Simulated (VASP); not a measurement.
Consider the following.

```yaml
crystal:
  lattice:
    - [0.00000, 2.43891, 2.43891]
    - [2.43891, 0.00000, 2.43891]
    - [2.43891, 2.43891, 0.00000]
  atoms:
    - { symbol: Be, position: [0.00000, 0.00000, 0.00000] }
    - { symbol: S, position: [0.25000, 0.25000, 0.25000] }
```

These are PBE GGA, VASP's PBE PAW potentials (set 64) (plane waves; VASP 6.6.1) values and carry that method's errors. Numerical set-up: 520 eV cut-off, Gaussian smearing of 0.050 eV, potentials Be S.

Q: Give the energies of bands 2 to 7 at the high-symmetry points, in eV from the valence-band maximum.

A: 
```csv
band,Γ,X,U,L,W
2,0.00,-4.93,-4.48,-5.68,-4.19
3,0.00,-2.58,-4.00,-1.01,-3.78
4,0.00,-2.58,-2.14,-1.01,-3.27
5,5.68,3.15,4.38,5.42,6.46
6,5.68,4.93,7.49,6.57,8.11
7,5.68,12.64,10.48,6.57,8.38
```

The gap is indirect, 3.15 eV, from the valence maximum at Γ to the conduction minimum at X.

The compound is BeS in the zinc blende structure. It was relaxed first.
